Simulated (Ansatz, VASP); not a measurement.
# Cross-check of AgF between VASP and Ansatz, part 2 of 2

One calculation is typed for both programs; each brings its own data sets. How far apart do they land? The cell is generated by rule, not measured, and may not be a known phase. Of the first pair: The cell is taken from a series of runs on this material, whose earlier steps may have relaxed, scaled, displaced or heated it; both programs get it as it stands.

VASP 6.6.1 and Ansatz 0.2.0.

So far: The structure; Ansatz: relaxation of cell and atoms, PBEsol, pair 1; VASP: relaxation of cell and atoms, PBEsol, pair 1.

### Step 4. Comparison

Known differences besides the potentials themselves: the data sets hold 52 valence electrons in Ansatz (on its default PAW (the set named soft_2) files) and 36 in VASP; the cutoff is 420 eV in Ansatz and 600 eV in VASP; Ansatz makes its cores anew for this functional, VASP keeps those of its PBE data sets; Ansatz adds a Pulay correction to the stress that steers its cell, VASP none. Total energies have different zeros and are not compared.

Both answers:

```csv
quantity,Ansatz,VASP,difference
volume (Å³),70.25,69.85,+0.58 %
"edge a after relaxation, in the typed setting (Å)",4.100,4.093,+0.18 %
"edge c after relaxation, in the typed setting (Å)",4.826,4.815,+0.23 %
```

### Step 5. VASP: relaxation of cell and atoms, PBEsol, pair 2

The relaxed volume is the usual yardstick between codes: in a stiff, nearly cubic crystal its relative difference is about their pressure difference at one cell divided by the bulk modulus. Its start cell is another than that of the pair before, and may be another structure of the material.

Contents of INCAR:

```
SYSTEM = AgF
PREC = Accurate
ENCUT = 600
EDIFF = 1E-07
NELM = 120
ISMEAR = 0
SIGMA = 0.1
LREAL = .FALSE.
ALGO = Normal
GGA = PS
NBANDS = 24
LASPH = .TRUE.
LORBIT = 11
LWAVE = .FALSE.
LCHARG = .FALSE.
ISIF = 3
IBRION = 2
NSW = 80
EDIFFG = -0.005
GGA_COMPAT = .FALSE.
NELMIN = 4
KPAR = 2
```

Contents of POSCAR:

```
AgF
1.0
    4.0899141595     -0.0000031085      0.0000000000
   -2.0449544956      3.5419709771      0.0000000000
    0.0000000000      0.0000000000      4.8268911858
Ag F
2 2
Direct
    0.3333334177      0.6666666667      0.2500000000
    0.6666665823      0.3333333333      0.7500000000
    0.6666665823      0.3333333333      0.2500000000
    0.3333334177      0.6666666667      0.7500000000
```

Contents of KPOINTS:

```
Automatic mesh
0
Gamma
12 12 6
0 0 0
```

PAW data sets: Ag and F (PBE family, release 64).

The run is started by

```bash
$ mpirun -np 2 vasp_std
```

Numbers of over 12 decimals in the logs are rounded to 6 here.

What it wrote:

```text
[banner, memory and clock lines left out]
running    2 mpi-ranks, on    1 nodes
[...]
[... a notice as in an earlier step ...]

 LDA part: xc-table for (Slater+PW92), standard interpolation
 POSCAR, INCAR and KPOINTS ok, starting setup
[...]
entering main loop
       N       E                     dE             d eps       ncg     rms          rms(c)
DAV:   1     0.276781634661E+03    0.27678E+03   -0.20867E+04  3648   0.161E+03
DAV:   2    -0.100816055964E+01   -0.27779E+03   -0.26504E+03  4160   0.356E+02
DAV:   3    -0.149868402215E+02   -0.13979E+02   -0.13913E+02  4072   0.840E+01
DAV:   4    -0.150748785698E+02   -0.88038E-01   -0.88028E-01  4064   0.706E+00
[...]
DAV:  12    -0.136481952801E+02    0.66319E-05   -0.25745E-05  4136   0.505E-02    0.113E-02
DAV:  13    -0.136482004246E+02   -0.51445E-05   -0.12693E-05  3776   0.210E-02    0.210E-03
DAV:  14    -0.136482004628E+02   -0.38270E-07   -0.37393E-07  3624   0.557E-03
   1 F= -.13648200E+02 E0= -.13646894E+02  d E =-.136482E+02
[... from here on, the cycles between the ionic steps are left out ...]
   2 F= -.13648223E+02 E0= -.13646911E+02  d E =-.225361E-04
   3 F= -.13648228E+02 E0= -.13646908E+02  d E =-.271166E-04
   4 F= -.13648229E+02 E0= -.13646911E+02  d E =-.284891E-04
   5 F= -.13648242E+02 E0= -.13646924E+02  d E =-.133636E-04
[...]
trial-energy change:   -0.000013  1 .order   -0.000013   -0.000015   -0.000012
 step:   4.7748(harm=  5.1512)  dis= 0.00000  next Energy=   -13.648262 (dE=-0.326E-04)
 reached required accuracy - stopping structural energy minimisation
```

From OUTCAR (step 5):

```text
  Total        0.0176461      0.0176461     -0.0027311     -0.0000000      0.0000000      0.0000000
  in kB        0.4048264      0.4048263     -0.0626542     -0.0000000      0.0000000      0.0000000
  external PRESSURE =       0.2489995 kB  Pullay stress =       0.0000000 kB

 POSITION                                       TOTAL-FORCE (eV/Angst)
 -----------------------------------------------------------------------------------
      0.00000      2.36169      1.20485        -0.000000     -0.000000      0.000000
      2.04528      1.18084      3.61455         0.000000     -0.000000      0.000000
      2.04528      1.18084      1.20485        -0.000000      0.000000      0.000000
      0.00000      2.36169      3.61455         0.000000     -0.000000      0.000000
 -----------------------------------------------------------------------------------
    total drift:                               -0.000399      0.000197     -0.000073

  FREE ENERGIE OF THE ION-ELECTRON SYSTEM (eV)
  ---------------------------------------------------
  free  energy   TOTEN  =       -13.6482423155 eV

  energy  without entropy=      -13.6456050752  energy(sigma->0) =      -13.64692370

[... 1 part as in an earlier step ...]

[... 3 further parts left out ...]
[key lines of the parts left out:]
E-fermi :   2.0874
```

### Step 6. Ansatz: relaxation of cell and atoms, PBEsol, pair 2

Its own start cell and the same functional, mesh and smearing now go to Ansatz, which takes its cutoff from its data sets.

The two relaxations start from unlike cells of this crystal, so only their ends are compared.

Contents of input.yaml:

```yaml
crystal:
  lattice:
    - [3.95185, 0.0, 0.0]
    - [-1.97592, 3.4224, 0.0]
    - [0.0, 0.0, 5.704]
  atoms:
    - { symbol: Ag, position: [0.333333, 0.666667, 0.25] }
    - { symbol: Ag, position: [0.666667, 0.333333, 0.75] }
    - { symbol: F, position: [0.666667, 0.333333, 0.25] }
    - { symbol: F, position: [0.333333, 0.666667, 0.75] }
kpoints:
  mp_grid: { grid: [12, 12, 6] }
hamiltonian:
  xc: pbesol
scf:
  occupations: { method: gaussian, width: 0.1 }
output:
  forces: true
  stress: true
  eigenvalues: true
  write_density: true
  write_potential: true
  elf: true
  volumetric_format: npy
relax:
  adjacent_minimum: "off"
  f_tol: 0.005
  max_steps: 80
  cell: { stress_tol: 0.05 }
```

The run is started by

```bash
$ ansatz run input.yaml --threads 4 --pin off --max-ram 7168MiB --backend cpu --events-out ev --progress --plain --runs-dir out
```

What it wrote:

```text
[...]
--- Relaxed structure (9 steps of the walk, 9 accepted, 3 SCFs on fresh bases) ---
[...]
cell:  # Å, volume = 70.2547 Å³
    - [4.100062, -2.9950188330031833e-6, 0.0]
    - [-2.050029, 3.550760, 0.0]
    - [0.0, 0.0, 4.825737]
  atoms:
    - { symbol: Ag, position: [0.333333, 0.666667, 0.250000] }
    - { symbol: Ag, position: [0.666667, 0.333333, 0.750000] }
    - { symbol: F, position: [0.666667, 0.333333, 0.250000] }
    - { symbol: F, position: [0.333333, 0.666667, 0.750000] }
[key lines of the parts left out:]
SCF converged after 7 iterations
Free energy (F): -16642.850133 eV
Fermi energy:    7.088559 eV
P = ⅓ Tr σ = 0.0030 GPa (0.030 kbar)
```

### Step 7. Comparison

What differs besides the data sets and the points named for the pairs above, as far as they apply: the data sets hold 52 valence electrons in Ansatz (on its default PAW (the set named soft_2) files) and 36 in VASP. Total energies have different zeros and are not compared.

Both answers:

```csv
quantity,Ansatz,VASP,difference
volume (Å³),70.25,69.84,+0.60 %
"edge a after relaxation, in the typed setting (Å)",4.100,4.091,+0.23 %
"edge c after relaxation, in the typed setting (Å)",4.826,4.819,+0.13 %
```

### Step 8. Results

```yaml
difference_in_volume_relaxation_of_cell_and_atoms_pbesol_pair_1: 0.58 %
difference_in_volume_relaxation_of_cell_and_atoms_pbesol_pair_2: 0.60 %
```

**Reading.** The difference in volume is 0.60 % (relaxation of cell and atoms, PBEsol, pair 2), within the 1.2 % picked in this series as the mark of a large difference, as far as the stopping tolerances let one tell. The data sets hold unlike numbers of valence electrons (52 in Ansatz and 36 in VASP), so part of the differences comes from the potentials. How closely two codes agree says nothing of how well the functional describes the real material.

[Lines on the potential files, build, host, timing and source positions are cut from VASP's logs without a mark.]

[Logs are printed without paths, hosts, clocks, repeated set-up lines and the standing remarks that a program may print on its own settings, such as how far it seeks lower states.]

[Hosts, paths, dates, database ids (printed as entryN), source tags and the programs' standing remarks are cut or masked in the printed files.]
